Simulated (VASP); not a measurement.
Level of theory: PBE GGA + U (Dudarev), VASP's PBE PAW potentials (set 64) (plane waves; VASP 6.6.1).

VASP ran on this input.

POSCAR:
```
CoAl
1
    2.9172000000     0.0000000000     0.0000000000
    0.0000000000     2.9172000000     0.0000000000
    0.0000000000     0.0000000000     2.9172000000
Al Co
1 1
Direct
  0.5000000000   0.5000000000   0.5000000000
  0.0000000000   0.0000000000   0.0000000000
```

INCAR:
```
SYSTEM = CoAl
PREC = Accurate
ENCUT = 400
EDIFF = 1E-6
NELM = 100
ALGO = Normal
LREAL = .FALSE.
LASPH = .TRUE.
ISMEAR = 1
SIGMA = 0.1
GGA = PE
LMAXMIX = 4
LWAVE = .FALSE.
LCHARG = .FALSE.
ISIF = 2
LDAU = .TRUE.
LDAUTYPE = 2
LDAUL = -1 2
LDAUU = 0 5.0
LDAUJ = 0 0
LDAUPRINT = 1
LORBIT = 10
```

### KPOINTS
```
Automatic mesh
0
Gamma
11 11 11
0 0 0
```

POTCAR, in this order: Al Co (PBE.64 set). Program: vasp_std.

Q: What will the output report for the number of irreducible k-points (NKPTS), number of bands (NBANDS), largest plane-wave count, number of space-group operations, FFT grid (NGX, NGY, NGZ)?

A: 
The number of irreducible k-points (NKPTS) comes out as 56 and the number of bands (NBANDS) is 10. The largest plane-wave count comes out as 462 and the number of space-group operations comes out as 48. The FFT grid (NGX, NGY, NGZ) comes out as 20 × 20 × 20.

The compound is CoAl in the CsCl type structure. The cell was not relaxed at this level. The run is one of a series of settings (LDAU = .TRUE., LDAUJ = 0 0, LDAUL = -1 2, LDAUTYPE = 2, LDAUU = 0 5.0 against the base run), some of them coarse on purpose. The run is not spin-polarised, so no magnetic state was tried.
